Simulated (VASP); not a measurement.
CdSe:

```xyz
2
Lattice="0.0000 3.0678 3.0678 3.0678 0.0000 3.0678 3.0678 3.0678 0.0000" Properties=species:S:1:pos:R:3 pbc="T T T"
Cd    0.0000    0.0000    0.0000
Se    1.5339    1.5339    1.5339
```

The cell was built by a generator and needn't be a form met in nature.

Base run:

```yaml
Program: VASP 6.6.1
Functional: PBE
Potentials_or_basis: VASP PAW PBE potentials, release 64 (Cd, Se)
Cutoff: 520 eV
k_mesh: 6 × 6 × 6
Occupations: gaussian, width 0.01 eV
Spin: no spin polarisation
```

Its results: band gap on the k mesh 0.55 eV, direct; pressure 1.7 GPa.

The run is repeated on the same cell with these changes: functional from PBE to r2SCAN. What comes out?

Band gap on the k mesh 1.03 eV, direct; pressure 0.2 GPa.

r2SCAN gives the wider gap, since meta-GGAs in the generalised Kohn-Sham scheme recover part of the derivative discontinuity.

Caveats: the PAW data sets were made with another functional, which shifts forces and pressure a little (some runs).

